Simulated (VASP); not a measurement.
Input for VASP

**KPOINTS**
```
Automatic mesh
0
Gamma
12 12 12
0 0 0
```

### POSCAR
```
Cs
1
   -2.2265980442     2.2265980442     2.2265980442
    2.2265980442    -2.2265980442     2.2265980442
    2.2265980442     2.2265980442    -2.2265980442
Cs
1
Direct
  0.0000000000   0.0000000000   0.0000000000
```

INCAR:
```
SYSTEM=Cs
PREC=Accurate; ENCUT=500; LREAL=.FALSE.
LASPH=.TRUE.
EDIFF=1E-6; NELM=100; ALGO=Normal
LMAXMIX=4
ISMEAR=1; SIGMA=0.1
GGA=PS
IBRION=2; NSW=40; ISIF=3
EDIFFG=-0.02; PSTRESS=100
LWAVE=.FALSE.; LCHARG=.FALSE.
```

POTCAR, in this order: Cs_sv (PBE.64 set). Program: vasp_std.

Problem. Write an equivalent input for Ansatz.

Solution. One equivalent input (not run):
Ansatz 0.2 input:
```yaml
crystal:
  lattice:
    - [-2.2265980, 2.2265980, 2.2265980]
    - [2.2265980, -2.2265980, 2.2265980]
    - [2.2265980, 2.2265980, -2.2265980]
  atoms:
    - { symbol: Cs, position: [0.0000000, 0.0000000, 0.0000000] }
kpoints:
  mp_grid: { grid: [12, 12, 12] }
hamiltonian:
  xc: pbesol
  pseudopotentials: { kind: paw }
scf:
  occupations: { method: methfessel_paxton, width: 0.1 }
  max_iter: 100
relax:
  max_steps: 40
  f_tol: 0.02
  cell: { p_target: 10 }
output: { forces: true, stress: true, eigenvalues: true }
```
Limits of the translation: each code has its own PAW files, so the cut-off isn't converted (ENCUT is set for VASP's; basis.ecutwfc is left out, and Ansatz then takes the one that its files recommend); Ansatz stops its SCF on the density residual and VASP on the energy change (EDIFF).

The compound is Cs in the bcc structure. This run relaxes it under an external pressure of 10 GPa. Symmetry was kept, so distortions that lower it aren't found.
